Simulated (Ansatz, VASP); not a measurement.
## One calculation of SbC, two programs

```
CELL_PARAMETERS angstrom
3.11468 0.00000 0.00000
0.00000 3.11468 0.00000
0.00000 0.00000 3.11468
ATOMIC_POSITIONS crystal
Sb 0.50000 0.50000 0.50000
C 0.00000 0.00000 0.00000
```

The cell was built by a generator and needn't be a form met in nature.

Alike in both runs: task relaxation of cell and atoms; functional PBEsol; k mesh 9 × 9 × 9; occupations fermi-dirac, width 0.05 eV; no spin polarisation.

|  | VASP | Ansatz |
| --- | --- | --- |
| version | VASP 6.6.1 | Ansatz 0.2.0 |
| potentials or method | VASP PAW PBE potentials, release 64 (Sb, C) | Ansatz PAW |
| plane-wave cutoff (eV) | 600 | 420 |
| valence electrons in the cell | 9 | 19 |

Ansatz gave:

```
gap on the k mesh at the Fermi level, each at its own relaxed structure (eV) : none
relaxed volume (Å³/atom)                                                     : 14.40
relaxed cell length with the largest relative difference (Å)                 : 3.066
energy change over the relaxation (meV/atom)                                 : -12
```

Task: Which values does VASP return?

Result: gap on the k mesh at the Fermi level, each at its own relaxed structure (eV): none; relaxed volume (Å³/atom): 14.36; relaxed cell length with the largest relative difference (Å): 3.063; energy change over the relaxation (meV/atom): -13.

A gap of «none» marks a metal or a gap that the smearing closes. The two sets of potentials don't hold the same shells in valence.

Caveats: the bands computed are all filled at some k points, so no gap is given (VASP); the PAW data sets were made with another functional, which shifts forces and pressure a little (VASP); the plane-wave basis is chosen anew once the cell has moved, so the energies of steps on either side of that aren't comparable (Ansatz); the PAW data sets come from PBE, with cores solved anew for the run's functional, which leaves a small shift of forces and pressure (Ansatz). Spin-orbit coupling is left out, which matters for the levels of Sb.
